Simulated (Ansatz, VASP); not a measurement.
# ZnO (zincite) in two plane-wave programs, part 2 of 3

One calculation is typed for both programs; each brings its own data sets. How far apart do they land? The cell is taken from a series of runs on this material, whose earlier steps may have relaxed, scaled, displaced or heated it; both programs get it as it stands.

VASP 6.6.1 and Ansatz 0.2.0.

So far: The starting structure; VASP: zone-centre phonons, PBE.

## Step 2: VASP: zone-centre phonons, PBE (continued)

Level of this step: PBE; plane waves and PAW (O, Zn) (VASP).

Parts of OUTCAR (step 2):

```text
ion  position               nearest neighbor table
   1  0.667  0.333  0.379-   3 1.99   3 1.99   3 1.99   4 1.99
   2  0.333  0.667  0.879-   4 1.99   4 1.99   4 1.99   3 1.99
   3  0.333  0.667  0.500-   1 1.99   1 1.99   1 1.99   2 1.99
   4  0.667  0.333  1.000-   2 1.99   2 1.99   2 1.99   1 1.99

  LATTYP: Found a hexagonal cell.
 ALAT       =     3.2579904231
 C/A-ratio  =     1.6140205351

 Subroutine GETGRP returns: Found 12 space group operations
 (whereof  6 operations were pure point group operations)

The static configuration has the point symmetry C_3v.
 The point group associated with its full space group is C_6v.

 Found    162 irreducible k-points:

   k-points           NKPTS =    162   k-points in BZ     NKDIM =    162   number of bands    NBANDS=     24

   dimension x,y,z NGX =    28 NGY =   28 NGZ =   42
   dimension x,y,z NGXF=    56 NGYF=   56 NGZF=   84

   ENCUT  =  600.0 eV  44.10 Ry    6.64 a.u.   6.51  6.51 10.50*2*pi/ulx,y,z

   NELECT =      36.0000    total number of electrons

 k-points in reciprocal lattice and weights: Automatic mesh
   0.00000000  0.00000000  0.00000000       0.000
   0.06666667  0.00000000  0.00000000       0.003
   0.13333333  0.00000000  0.00000000       0.003
   0.20000000 -0.00000000  0.00000000       0.003
   0.26666667  0.00000000  0.00000000       0.003
   0.33333333 -0.00000000  0.00000000       0.003
   0.40000000  0.00000000  0.00000000       0.003
   0.46666667 -0.00000000  0.00000000       0.003
   0.06666667  0.06666667  0.00000000       0.003
[...]
-1.628995212  2.821502472  0.000000000     0.000000000  0.354421097  0.000000000
     0.000000000  0.000000000  5.258463446     0.000000000  0.000000000  0.190169621

 POSITION                                       TOTAL-FORCE (eV/Angst)
 -----------------------------------------------------------------------------------
      1.62900      0.94050      1.99317        -0.000000      0.000000     -0.001152
     -0.00000      1.88100      4.62240         0.000000     -0.000000     -0.001152
     -0.00000      1.88100      2.62907        -0.000000      0.000000      0.001152
      1.62900      0.94050      5.25830         0.000000     -0.000000      0.001152
 -----------------------------------------------------------------------------------
    total drift:                                0.000000      0.000001     -0.000232

 MACROSCOPIC STATIC DIELECTRIC TENSOR (including local field effects in DFT)
 ------------------------------------------------------
           5.212005    -0.000000    -0.000000
          -0.000000     5.212005     0.000000
          -0.000000     0.000000     5.216756
 ------------------------------------------------------

 PIEZOELECTRIC TENSOR (including local field effects)  for field in x, y, z        (C/m^2)
          XX          YY          ZZ          XY          YZ          ZX
  --------------------------------------------------------------------------------
  x     0.00000     0.00000     0.00000    -0.00000    -0.00000     0.40838
  y     0.00000    -0.00000    -0.00000     0.00000     0.40838    -0.00000
  z     0.38789     0.38789    -0.78189    -0.00000     0.00000     0.00000

 BORN EFFECTIVE CHARGES (including local field effects) (in |e|, cummulative output)
 ---------------------------------------------------------------------------------
 ion    1
    1    -2.11725     0.00000     0.00000
    2     0.00000    -2.11725     0.00000
    3     0.00000    -0.00000    -2.17089
 ion    2
    1    -2.11725     0.00000    -0.00000
    2     0.00000    -2.11725    -0.00000
    3     0.00000     0.00000    -2.17089
 ion    3
    1     2.11725    -0.00000     0.00000
    2    -0.00000     2.11725     0.00000
    3     0.00000     0.00000     2.17089
 ion    4
    1     2.11725    -0.00000    -0.00000
    2    -0.00000     2.11725    -0.00000
    3    -0.00000    -0.00000     2.17089

 Eigenvectors and eigenvalues of the dynamical matrix
 ----------------------------------------------------

   1 f  =   15.835374 THz    99.496587 2PiTHz  528.211209 cm-1    65.489814 meV
             X         Y         Z           dx          dy          dz
      1.628995  0.940501  1.993171     0.000000   -0.000000    0.700743
     -0.000000  1.881002  4.622403    -0.000000    0.000000   -0.700743
     -0.000000  1.881002  2.629071    -0.000000    0.000000    0.094654
      1.628995  0.940501  5.258303     0.000000   -0.000000   -0.094654

   2 f  =   12.586991 THz    79.086396 2PiTHz  419.856819 cm-1    52.055588 meV
             X         Y         Z           dx          dy          dz
      1.628995  0.940501  1.993171     0.419229   -0.501315    0.000000
     -0.000000  1.881002  4.622403    -0.419229    0.501315    0.000000
     -0.000000  1.881002  2.629071    -0.173242    0.207164   -0.000000
      1.628995  0.940501  5.258303     0.173242   -0.207164   -0.000000

   3 f  =   12.586991 THz    79.086396 2PiTHz  419.856819 cm-1    52.055588 meV
             X         Y         Z           dx          dy          dz
      1.628995  0.940501  1.993171    -0.501315   -0.419229    0.000000
     -0.000000  1.881002  4.622403     0.501315    0.419229    0.000000
     -0.000000  1.881002  2.629071     0.207164    0.173242    0.000000
      1.628995  0.940501  5.258303    -0.207164   -0.173242   -0.000000

   4 f  =   11.635994 THz    73.111105 2PiTHz  388.134971 cm-1    48.122582 meV
             X         Y         Z           dx          dy          dz
      1.628995  0.940501  1.993171    -0.406556    0.486164    0.000000
     -0.000000  1.881002  4.622403    -0.406556    0.486164    0.000000
     -0.000000  1.881002  2.629071     0.201188   -0.240583    0.000000
      1.628995  0.940501  5.258303     0.201188   -0.240583   -0.000000

   5 f  =   11.635994 THz    73.111105 2PiTHz  388.134971 cm-1    48.122582 meV
             X         Y         Z           dx          dy          dz
      1.628995  0.940501  1.993171    -0.486164   -0.406556   -0.000000
     -0.000000  1.881002  4.622403    -0.486164   -0.406556   -0.000000
     -0.000000  1.881002  2.629071     0.240583    0.201188   -0.000000
      1.628995  0.940501  5.258303     0.240583    0.201188    0.000000

   6 f  =   11.047464 THz    69.413262 2PiTHz  368.503727 cm-1    45.688619 meV
             X         Y         Z           dx          dy          dz
      1.628995  0.940501  1.993171     0.000000    0.000000   -0.633089
     -0.000000  1.881002  4.622403     0.000000    0.000000   -0.633089
     -0.000000  1.881002  2.629071    -0.000000   -0.000000    0.314957
      1.628995  0.940501  5.258303    -0.000000   -0.000000    0.314957

   7 f  =    7.567853 THz    47.550224 2PiTHz  252.436408 cm-1    31.298112 meV
             X         Y         Z           dx          dy          dz
      1.628995  0.940501  1.993171    -0.000000   -0.000000   -0.094654
     -0.000000  1.881002  4.622403    -0.000000    0.000000    0.094654
     -0.000000  1.881002  2.629071     0.000000    0.000000    0.700743
      1.628995  0.940501  5.258303    -0.000000    0.000000   -0.700743

   8 f  =    2.587876 THz    16.260105 2PiTHz   86.322254 cm-1    10.702591 meV
             X         Y         Z           dx          dy          dz
      1.628995  0.940501  1.993171    -0.173237    0.207168    0.000000
     -0.000000  1.881002  4.622403     0.173237   -0.207168    0.000000
     -0.000000  1.881002  2.629071    -0.419216    0.501326    0.000000
      1.628995  0.940501  5.258303     0.419216   -0.501326    0.000000

   9 f  =    2.587876 THz    16.260105 2PiTHz   86.322254 cm-1    10.702591 meV
             X         Y         Z           dx          dy          dz
      1.628995  0.940501  1.993171    -0.207168   -0.173237   -0.000000
     -0.000000  1.881002  4.622403     0.207168    0.173237   -0.000000
     -0.000000  1.881002  2.629071    -0.501326   -0.419216   -0.000000
      1.628995  0.940501  5.258303     0.501326    0.419216   -0.000000

  10 f/i=    0.001890 THz     0.011876 2PiTHz    0.063046 cm-1     0.007817 meV
             X         Y         Z           dx          dy          dz
      1.628995  0.940501  1.993171     0.235167   -0.207493    0.000000
     -0.000000  1.881002  4.622403     0.235167   -0.207493    0.000000
     -0.000000  1.881002  2.629071     0.475220   -0.419296    0.000000
      1.628995  0.940501  5.258303     0.475220   -0.419296    0.000000

  11 f/i=    0.001890 THz     0.011876 2PiTHz    0.063046 cm-1     0.007817 meV
             X         Y         Z           dx          dy          dz
      1.628995  0.940501  1.993171    -0.207493   -0.235167    0.000000
     -0.000000  1.881002  4.622403    -0.207493   -0.235167    0.000000
     -0.000000  1.881002  2.629071    -0.419296   -0.475220    0.000000
      1.628995  0.940501  5.258303    -0.419296   -0.475220    0.000000

  12 f/i=    0.025143 THz     0.157978 2PiTHz    0.838680 cm-1     0.103983 meV
             X         Y         Z           dx          dy          dz
      1.628995  0.940501  1.993171    -0.000000   -0.000000   -0.314957
     -0.000000  1.881002  4.622403    -0.000000   -0.000000   -0.314957
     -0.000000  1.881002  2.629071    -0.000000   -0.000000   -0.633089
      1.628995  0.940501  5.258303    -0.000000   -0.000000   -0.633089

 MACROSCOPIC STATIC DIELECTRIC TENSOR IONIC CONTRIBUTION
 ------------------------------------------------------
           4.711706    -0.000000     0.000000
          -0.000000     4.711706     0.000000
           0.000000     0.000000     5.477573
 ------------------------------------------------------

 ELASTIC MODULI CONTR FROM IONIC RELAXATION (kBar)
 Direction    XX          YY          ZZ          XY          YZ          ZX
 --------------------------------------------------------------------------------
 XX        -689.8003    281.1557    403.8888      0.0000      0.0000     -0.0000
 YY         281.1557   -689.8003    403.8888      0.0000     -0.0000      0.0000
 ZZ         403.8888    403.8888   -798.3765     -0.0000      0.0000      0.0000
 XY           0.0000      0.0000     -0.0000   -485.4780     -0.0000     -0.0000
 YZ           0.0000     -0.0000      0.0000      0.0000   -183.7535      0.0000
 ZX          -0.0000      0.0000      0.0000     -0.0000      0.0000   -178.3276
 --------------------------------------------------------------------------------

 PIEZOELECTRIC TENSOR IONIC CONTR  for field in x, y, z        (C/m^2)
          XX          YY          ZZ          XY          YZ          ZX
  --------------------------------------------------------------------------------
  x    -0.00000     0.00000     0.00000    -0.00000     0.00000    -0.86252
  y    -0.00000     0.00000     0.00000     0.00000    -0.87555     0.00000
  z    -0.99546    -0.99546     1.96775     0.00000    -0.00000    -0.00000
```

With a direct gap this small, the dielectric response converges slowly with the mesh, so tensor and charges are uncertain; a mesh that holds the point of the least gap tends to give too large a tensor.

[end of part 2 of 3]

[Lines on the potential files, build, host, timing and source positions are cut from VASP's logs without a mark.]

[Logs are printed without paths, hosts, clocks, repeated set-up lines and the standing remarks that a program may print on its own settings, such as how far it seeks lower states.]

[Hosts, paths, dates, database ids (printed as entryN), source tags and the programs' standing remarks are cut or masked in the printed files.]
